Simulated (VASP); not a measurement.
# Quasiparticle energies of NaCl in VASP

How does the gap of NaCl change from the starting functional to GW? The cell is of the rock-salt type, one of the forms listed for this formula, which need not be the common one. The start is a cell from a database of measured crystal structures.

Main program and level: VASP 6.6.1; PBE; plane waves and PAW (Cl_GW, Na_sv_GW), in the first sound run; inputs show where later runs differ.

The database entry behind the starting cell differs from later determinations by our own check (an axis about 0.4 % short against later determinations), so it need not match the best structure at ambient conditions.

**1. Starting point**

It takes space group Fm-3m (No. 225, cubic). Conventional cell: a = 5.620 Å, b = 5.620 Å, c = 5.620 Å, α = 90.00°, β = 90.00°, γ = 90.00°. Nearest to Cl lie 6 Na at 2.81 Å. Nearest to Na lie 6 Cl at 2.81 Å. Farther neighbours and most contacts between anions are not listed.

As a file:

```xyz
2
Lattice="0.0000 2.8100 2.8100 2.8100 0.0000 2.8100 2.8100 2.8100 0.0000" Properties=species:S:1:pos:R:3 pbc="T T T"
Cl    2.8100    2.8100    2.8100
Na    0.0000    0.0000    0.0000
```

**2. Ground state**

The orbitals come from a self-consistent PBE run with a tight EDIFF and a narrow smearing. KPOINTS_OPT adds the bands along a path, which shows whether the mesh holds the band edges.

File INCAR:

```
SYSTEM = NaCl
PREC = Accurate
ENCUT = 400
EDIFF = 1E-08
NELM = 100
ISMEAR = 0
SIGMA = 0.01
LREAL = .FALSE.
ALGO = Normal
GGA = PE
NBANDS = 14
LORBIT = 11
LWAVE = .TRUE.
LCHARG = .FALSE.
KPAR = 8
```

File POSCAR:

```
NaCl
1.0
    0.0000000000      2.8100000000      2.8100000000
    2.8100000000      0.0000000000      2.8100000000
    2.8100000000      2.8100000000      0.0000000000
Cl Na
1 1
Direct
    0.5000000000      0.5000000000      0.5000000000
    0.0000000000      0.0000000000      0.0000000000
```

File KPOINTS:

```
Automatic mesh
0
Gamma
4 4 4
0 0 0
```

File KPOINTS_OPT:

```
Line mode
12
Line-mode
Reciprocal
  0.00000000   0.00000000   0.00000000 GAMMA
  0.50000000   0.00000000   0.50000000 X

  0.50000000   0.00000000   0.50000000 X
  0.50000000   0.25000000   0.75000000 W

  0.50000000   0.25000000   0.75000000 W
  0.37500000   0.37500000   0.75000000 K

  0.37500000   0.37500000   0.75000000 K
  0.00000000   0.00000000   0.00000000 GAMMA

  0.00000000   0.00000000   0.00000000 GAMMA
  0.50000000   0.50000000   0.50000000 L

  0.50000000   0.50000000   0.50000000 L
  0.62500000   0.25000000   0.62500000 U

  0.62500000   0.25000000   0.62500000 U
  0.50000000   0.25000000   0.75000000 W

  0.50000000   0.25000000   0.75000000 W
  0.50000000   0.50000000   0.50000000 L

  0.50000000   0.50000000   0.50000000 L
  0.37500000   0.37500000   0.75000000 K

  0.62500000   0.25000000   0.62500000 U
  0.50000000   0.00000000   0.50000000 X
```

Potentials, in the order of the species: Cl_GW and Na_sv_GW (PBE family, release 64).

The run is started by

```sh
mpirun -np 8 vasp_std
```

The program printed:

```text
[banner, memory and clock lines left out]
running    8 mpi-ranks, on    1 nodes
 distrk:  each k-point on    1 cores,    8 groups
 distr:  one band on    1 cores,    1 groups

 POSCAR found type information on POSCAR ClNa
 POSCAR found :  2 types and       2 ions
|                                                                             |
|           W    W    AA    RRRRR   N    N  II  N    N   GGGG   !!!           |
|           W    W   A  A   R    R  NN   N  II  NN   N  G    G  !!!           |
|           W    W  A    A  R    R  N N  N  II  N N  N  G       !!!           |
|           W WW W  AAAAAA  RRRRR   N  N N  II  N  N N  G  GGG   !            |
|           WW  WW  A    A  R   R   N   NN  II  N   NN  G    G                |
|           W    W  A    A  R    R  N    N  II  N    N   GGGG   !!!           |
|                                                                             |
|     For optimal performance we recommend to set                             |
|       NCORE = 2 up to number-of-cores-per-socket                            |
|     NCORE specifies how many cores store one orbital (NPAR=cpu/NCORE).      |
|     This setting can greatly improve the performance of VASP for DFT.       |
|     The default, NCORE=1 might be grossly inefficient on modern             |
|     multi-core architectures or massively parallel machines. Do your        |
|     Unfortunately you need to use the default for GW and RPA                |
|     calculations (for HF NCORE is supported but not extensively tested      |
|     yet).                                                                   |
|                                                                             |

 LDA part: xc-table for (Slater+PW92), standard interpolation
 POSCAR, INCAR and KPOINTS ok, starting setup
 FFT: planning ... GRIDC
 FFT: planning ... GRID_SOFT
 FFT: planning ... GRID
 WAVECAR not read
 entering main loop
       N       E                     dE             d eps       ncg     rms          rms(c)
DAV:   1     0.118091457507E+03    0.11809E+03   -0.65767E+03   224   0.880E+02
DAV:   2    -0.304373950629E+01   -0.12114E+03   -0.11320E+03   266   0.283E+02
DAV:   3    -0.881182968291E+01   -0.57681E+01   -0.57270E+01   284   0.605E+01
DAV:   4    -0.897668170786E+01   -0.16485E+00   -0.16471E+00   320   0.107E+01
DAV:   5    -0.898341704483E+01   -0.67353E-02   -0.67347E-02   284   0.216E+00    0.159E+00
DAV:   6    -0.884954670655E+01    0.13387E+00   -0.18180E-01   296   0.344E+00    0.760E-01
DAV:   7    -0.884257579094E+01    0.69709E-02   -0.53498E-02   310   0.152E+00    0.401E-01
DAV:   8    -0.884806312435E+01   -0.54873E-02   -0.79973E-03   248   0.874E-01    0.486E-02
DAV:   9    -0.884808844400E+01   -0.25320E-04   -0.20645E-04   284   0.169E-01    0.231E-02
DAV:  10    -0.884816221047E+01   -0.73766E-04   -0.74024E-05   254   0.573E-02    0.235E-03
DAV:  11    -0.884816383300E+01   -0.16225E-05   -0.28570E-06   278   0.135E-02    0.117E-03
DAV:  12    -0.884816414223E+01   -0.30923E-06   -0.63518E-07   278   0.578E-03    0.114E-03
DAV:  13    -0.884816405648E+01    0.85753E-07   -0.96640E-08   272   0.297E-03    0.561E-05
DAV:  14    -0.884816402683E+01    0.29643E-07   -0.21922E-09   196   0.468E-04    0.211E-05
DAV:  15    -0.884816402341E+01    0.34204E-08   -0.54118E-10   148   0.321E-04
   1 F= -.88481640E+01 E0= -.88481640E+01  d E =-.247668E-19
 Start KPOINTS_OPT (optional k-point list driver)
k-point batch [1-8\120]
       N       E                     dE             ncg
DAV:   1    -0.106092679967E+04   -0.20125E+04      224
DAV:   2    -0.206176864037E+04   -0.10008E+04      272
DAV:   3    -0.210790032283E+04   -0.46132E+02      302
DAV:   4    -0.210912409519E+04   -0.12238E+01      312
DAV:   5    -0.210913403107E+04   -0.99359E-02      284
DAV:   6    -0.210913448152E+04   -0.45045E-03      318
DAV:   7    -0.210913448523E+04   -0.37080E-05      296
DAV:   8    -0.210913448533E+04   -0.99362E-07      306
DAV:   9    -0.210913448533E+04   -0.13415E-08      232
[...]
k-point batch [113-120\120]
       N       E                     dE             ncg
DAV:   1    -0.117549193960E+04   -0.55569E+04      230
DAV:   2    -0.209455919802E+04   -0.91907E+03      266
DAV:   3    -0.213512172776E+04   -0.40563E+02      284
DAV:   4    -0.213627840744E+04   -0.11567E+01      334
DAV:   5    -0.213629214457E+04   -0.13737E-01      296
DAV:   6    -0.213629303415E+04   -0.88958E-03      354
DAV:   7    -0.213629304130E+04   -0.71510E-05      296
DAV:   8    -0.213629304151E+04   -0.20333E-06      354
DAV:   9    -0.213629304151E+04   -0.20000E-08      232
 writing wavefunctions
```

Elapsed: 4.2 s, on 8 MPI ranks of Intel Xeon 6975P-C (Granite Rapids), shared host; peak memory 1.2 GiB.

The logs omit lines about the potential files and the build; timing stands in the text.

From OUTCAR (step 2):

```text
ion  position               nearest neighbor table
   1  0.500  0.500  0.500-
   2  0.000  0.000  0.000-

  LATTYP: Found a face centered cubic cell.
 ALAT       =     5.6200000000

 Subroutine GETGRP returns: Found 48 space group operations
 (whereof 48 operations were pure point group operations)

The static configuration has the point symmetry O_h .

 Found      8 irreducible k-points:

   k-points           NKPTS =      8   k-points in BZ     NKDIM =      8   number of bands    NBANDS=     14

   dimension x,y,z NGX =    28 NGY =   28 NGZ =   28
   dimension x,y,z NGXF=    56 NGYF=   56 NGZF=   56

   ENCUT  =  400.0 eV  29.40 Ry    5.42 a.u.   6.48  6.48  6.48*2*pi/ulx,y,z

   NELECT =      16.0000    total number of electrons

 k-points in reciprocal lattice and weights: Automatic mesh
   0.00000000  0.00000000  0.00000000       0.016
   0.25000000  0.00000000  0.00000000       0.125
   0.50000000  0.00000000  0.00000000       0.062
   0.25000000  0.25000000  0.00000000       0.094
   0.50000000  0.25000000  0.00000000       0.375
  -0.25000000  0.25000000  0.00000000       0.188
   0.50000000  0.50000000  0.00000000       0.047
  -0.25000000  0.50000000  0.25000000       0.094

 average (electrostatic) potential at core
       1 -84.2139       2 -55.7859

 E-fermi :  -0.8123

 k-point     1 :       0.0000    0.0000    0.0000
  band No.  band energies     occupation
    ...
      4     -21.6731      2.00000
      5     -13.5558      2.00000
      6      -0.8730      2.00000
      7      -0.8730      2.00000
      8      -0.8730      2.00000
      9       4.2815      0.00000
     10      10.1751      0.00000
     11      10.1751      0.00000
     12      10.1751      0.00000
     13      12.2617      0.00000
    ...

 k-point     2 :       0.2500    0.0000    0.0000
  band No.  band energies     occupation
    ...
      4     -21.6749      2.00000
      5     -13.3884      2.00000
      6      -1.9850      2.00000
      7      -1.0117      2.00000
      8      -1.0117      2.00000
      9       5.7544      0.00000
     10       9.1314      0.00000
     11      10.4585      0.00000
     12      10.4585      0.00000
     13      12.2570      0.00000
    ...

 k-point     3 :       0.5000    0.0000    0.0000
  band No.  band energies     occupation
    ...
      4     -21.6757      2.00000
      5     -13.2109      2.00000
      6      -2.8255      2.00000
      7      -1.1421      2.00000
      8      -1.1421      2.00000
      9       6.4052      0.00000
     10       9.8502      0.00000
     11      10.0443      0.00000
     12      10.0443      0.00000
     13      14.2147      0.00000
    ...

  Total        0.0220800      0.0220800      0.0220800     -0.0000000     -0.0000000      0.0000000
  in kB        0.7971872      0.7971872      0.7971872     -0.0000000     -0.0000000      0.0000000
  external PRESSURE =       0.7971872 kB  Pullay stress =       0.0000000 kB

  energy-cutoff  :      400.00
  volume of cell :       44.38
      direct lattice vectors                 reciprocal lattice vectors
     0.000000000  2.810000000  2.810000000    -0.177935943  0.177935943  0.177935943
     2.810000000  0.000000000  2.810000000     0.177935943 -0.177935943  0.177935943
     2.810000000  2.810000000  0.000000000     0.177935943  0.177935943 -0.177935943

 POSITION                                       TOTAL-FORCE (eV/Angst)
 -----------------------------------------------------------------------------------
      2.81000      2.81000      2.81000         0.000000      0.000000      0.000000
      0.00000      0.00000      0.00000        -0.000000     -0.000000     -0.000000
 -----------------------------------------------------------------------------------
    total drift:                                0.000000      0.000000      0.000000

  FREE ENERGIE OF THE ION-ELECTRON SYSTEM (eV)
  ---------------------------------------------------
  free  energy   TOTEN  =        -8.8481640234 eV

  energy  without entropy=       -8.8481640234  energy(sigma->0) =       -8.84816402

 total charge
# of ion       s       p       d       tot
------------------------------------------
    1        1.569   3.538   0.002   5.109
    2        2.002   5.984   0.016   8.002
--------------------------------------------------
tot          3.571   9.522   0.018  13.111

[... 3 further parts left out ...]
```

Numbers from this step:

```yaml
free_energy_toten: -8.848 eV
fermi_energy: -0.8123 eV
pressure: 0.07972 GPa
least_gap_on_mesh_and_path: 5.155 eV
least_direct_gap_on_mesh_and_path: 5.155 eV
```

The highest empty bands on the path are converged less tightly, to about 0.1 eV. Electronic bands along the path, in eV, zero at the valence-band top; v1 is the highest filled band, c1 the lowest empty one:

| point | v3 | v2 | v1 | c1 | c2 | c3 | c4 |
| --- | --- | --- | --- | --- | --- | --- | --- |
| Γ | 0.00 | 0.00 | 0.00 | 5.15 | 11.05 | 11.05 | 11.05 |
| 0.45 of the way | -0.96 | -0.28 | -0.28 | 6.90 | 9.28 | 11.04 | 12.19 |
| X | -1.69 | -0.61 | -0.61 | 7.56 | 8.04 | 11.40 | 14.88 |
| 0.45 of the way | -1.58 | -0.77 | -0.68 | 7.99 | 8.45 | 10.97 | 12.94 |
| W | -1.21 | -1.21 | -0.76 | 8.85 | 9.70 | 9.70 | 11.37 |
| 0.55 of the way | -1.38 | -1.12 | -0.61 | 8.51 | 9.12 | 10.36 | 12.02 |
| K | -1.43 | -1.13 | -0.50 | 8.24 | 9.04 | 10.59 | 12.74 |
| 0.45 of the way | -1.33 | -0.56 | -0.19 | 7.59 | 9.64 | 10.55 | 11.79 |
| Γ | 0.00 | 0.00 | 0.00 | 5.15 | 11.05 | 11.05 | 11.05 |
| 0.45 of the way | -0.98 | -0.12 | -0.12 | 6.46 | 10.05 | 11.36 | 11.36 |
| L | -1.95 | -0.27 | -0.27 | 7.28 | 10.72 | 10.92 | 10.92 |
| 0.55 of the way | -1.70 | -0.76 | -0.37 | 8.18 | 9.67 | 10.37 | 11.66 |
| U | -1.43 | -1.13 | -0.50 | 8.24 | 9.04 | 10.59 | 12.74 |
| 0.55 of the way | -1.36 | -1.12 | -0.65 | 8.61 | 9.17 | 10.26 | 11.85 |
| W | -1.21 | -1.21 | -0.76 | 8.85 | 9.70 | 9.70 | 11.37 |
| 0.45 of the way | -1.63 | -0.84 | -0.45 | 8.50 | 9.44 | 10.20 | 11.77 |
| L | -1.95 | -0.27 | -0.27 | 7.28 | 10.72 | 10.92 | 10.92 |
| 0.45 of the way | -1.78 | -0.63 | -0.35 | 7.97 | 9.88 | 10.50 | 11.45 |
| K | -1.43 | -1.13 | -0.50 | 8.24 | 9.04 | 10.59 | 12.74 |
| jump to U | -1.43 | -1.13 | -0.50 | 8.24 | 9.04 | 10.59 | 12.74 |
| 0.45 of the way | -1.61 | -0.80 | -0.57 | 7.83 | 8.37 | 11.10 | 13.61 |
| X | -1.69 | -0.61 | -0.61 | 7.56 | 8.04 | 11.40 | 14.88 |

Of the projections kept (Cl, Na), the largest for each band there, as a share of the weight inside these atoms' spheres; weight between the spheres isn't counted:

| point | v3 | v2 | v1 | c1 | c2 | c3 | c4 |
| --- | --- | --- | --- | --- | --- | --- | --- |
| Γ | Cl 0.99 | Cl 0.99 | Cl 0.99 | Cl 0.85 | Cl 0.79 | Cl 0.79 | Cl 0.79 |
| X | Cl 0.95 | Cl 0.97 | Cl 0.97 | Cl 0.70 | Cl 0.73 | Cl 0.81 | Cl 0.50 |
| W | Cl 0.96 | Cl 0.96 | Cl 0.99 | Cl 0.78 | Cl 0.83 | Cl 0.83 | Na 0.52 |
| K | Cl 0.95 | Cl 0.98 | Cl 0.98 | Cl 0.64 | Cl 0.85 | Cl 0.83 | Cl 0.60 |
| Γ | Cl 0.99 | Cl 0.99 | Cl 0.99 | Cl 0.85 | Cl 0.79 | Cl 0.79 | Cl 0.79 |
| L | Cl 0.98 | Cl 0.99 | Cl 0.99 | Cl 0.60 | Cl 0.90 | Cl 0.58 | Cl 0.58 |

The electronic bands as a text plot (rows in eV, shown from -2.0 to 10.9 only):

```
   10.6 |++  +++    +   ++   +  ++ ++   +++++  ++     +++++  ++
   10.1 |  +         + +  + +  +     +++   ++++  +  +++   +++
    9.6 |   +        ++   +++++              +   +++ +     ++
    9.0 |    +      ++++++                    +++ +++        +
    8.5 |     ++   ++  +++++                 +++++          ++++
    8.0 |      +++++        +               +        ++   ++  +++
    7.4 |    ++ +++          +          ++++           +++      +
    6.9 |                     +       ++
    6.4 |   +                        +
    5.8 |  +                   ++   +
    5.3 |++                      +++
    4.8 |
    4.2 |
    3.7 |
    3.1 |
    2.6 |
    2.1 |
    1.5 |
    1.0 |
    0.5 |
   -0.1 |****              *****************           ****
   -0.6 |  **************** ****    **     *************  *******
   -1.1 |    **     ******** **       *      ********       ***
   -1.7 |      ******   *****          *********    ********* ***
         Γ       X    W  K        Γ      L     U  W     L   K|U X
```

The cell has a gap of 5.15 eV on mesh and path.

**3. Empty bands, functional PBE**

The next step needs empty bands that the ground-state run didn't converge, so the Hamiltonian is diagonalised exactly for NBANDS bands, in a single step. LOPTICS writes the k-derivatives of the orbitals (WAVEDER), which give the long-wavelength limit of the screening.

File INCAR:

```
SYSTEM = NaCl
PREC = Accurate
ENCUT = 400
ISMEAR = 0
SIGMA = 0.01
LREAL = .FALSE.
GGA = PE
NBANDS = 288
ALGO = Exact
NELM = 1
LWAVE = .TRUE.
LCHARG = .FALSE.
LOPTICS = .TRUE.
NEDOS = 1000
CSHIFT = 0.1
```

POSCAR is that of step 2.

KPOINTS is that of step 2.

The run is started by

```sh
mpirun -np 8 vasp_std
```

The program printed:

```text
[banner, memory and clock lines left out]
running    8 mpi-ranks, on    1 nodes
 distrk:  each k-point on    8 cores,    1 groups
 distr:  one band on    1 cores,    8 groups

 POSCAR found type information on POSCAR ClNa
 POSCAR found :  2 types and       2 ions
 [... a notice as in an earlier step ...]

 LDA part: xc-table for (Slater+PW92), standard interpolation
 found WAVECAR, reading the header
  number of bands has changed, file:    14 present:   288
  trying to continue reading WAVECAR, but it might fail
 POSCAR, INCAR and KPOINTS ok, starting setup
 FFT: planning ... GRIDC
 FFT: planning ... GRID_SOFT
 FFT: planning ... GRID
 reading WAVECAR
 random initialization beyond band           14
 the WAVECAR file was read successfully
 initial charge from wavefunction
 entering main loop
       N       E                     dE             d eps       ncg     rms          rms(c)
DIA:   1    -0.884816402611E+01   -0.88482E+01    0.00000E+00     0   0.000E+00
   1 F= -.88481640E+01 E0= -.88481640E+01  d E =-.369111E-94
 writing wavefunctions
 optical routines
 imaginary and real dielectric function
 recalculating local potential from charge density
 direction            1
 direction            2
 direction            3
```

Run time: 2.6 s. Hardware: 8 MPI ranks; peak memory 1.1 GiB.

OUTCAR, selected parts (step 3):

```text
The static configuration has the point symmetry O_h .

 Found      8 irreducible k-points:

   k-points           NKPTS =      8   k-points in BZ     NKDIM =      8   number of bands    NBANDS=    288

   NELECT =      16.0000    total number of electrons

 E-fermi :  -0.7284

  Total        0.0215070      0.0215070      0.0215070     -0.0000000     -0.0000000      0.0000000
  in kB        0.7764991      0.7764991      0.7764991     -0.0000000     -0.0000000      0.0000000
  external PRESSURE =       0.7764991 kB  Pullay stress =       0.0000000 kB

 POSITION                                       TOTAL-FORCE (eV/Angst)
 -----------------------------------------------------------------------------------
      2.81000      2.81000      2.81000        -0.000000     -0.000000     -0.000000
      0.00000      0.00000      0.00000         0.000000      0.000000      0.000000
 -----------------------------------------------------------------------------------
    total drift:                                0.000000      0.000000      0.000000

  FREE ENERGIE OF THE ION-ELECTRON SYSTEM (eV)
  ---------------------------------------------------
  free  energy   TOTEN  =        -8.8481640261 eV

  energy  without entropy=       -8.8481640261  energy(sigma->0) =       -8.84816403

 plasma frequency squared (from intraband transitions) (eV^2)
  --------------------------------------------------------------------------------------
       0.000      -0.000       0.000
      -0.000       0.000      -0.000
       0.000      -0.000       0.000

[... 14 parts as in an earlier step ...]
```

The gap is read on the k-mesh alone, so it is an upper bound where the band edges lie off the mesh, and a coarse mesh can show a gap where there is none.

A gap read on the k-mesh alone can miss the band edges.

Numbers from this step:

| Quantity | Value |
| --- | --- |
| gap on the k-mesh | 5.155 eV |
| least direct gap on the k-mesh | 5.155 eV |

WAVECAR now holds 288 bands for 16 electrons. Its independent-particle dielectric tensor has xx, yy, zz = 2.8, 2.8, 2.8 on this mesh. It isn't tested for convergence in mesh or bands and lacks local fields, and at a small direct gap a coarse mesh makes it too large, which overscreens the GW step.

(Part 1 of 5 ends here.)

[Lines on the potential files, build, host, timing and source positions are cut from VASP's logs without a mark.]

[Logs are printed without paths, hosts, clocks, repeated set-up lines and the standing remarks that a program may print on its own settings, such as how far it seeks lower states.]

[Hosts, paths, dates, database ids (printed as entryN), source tags and the programs' standing remarks are cut or masked in the printed files.]

[Pressures printed for these runs are not shown converged in the cutoff: they can be off by several GPa and have the wrong sign.]

[In band tables of VASP the shares of atoms and orbitals are scaled to a sum of 1 inside the atoms' spheres.]
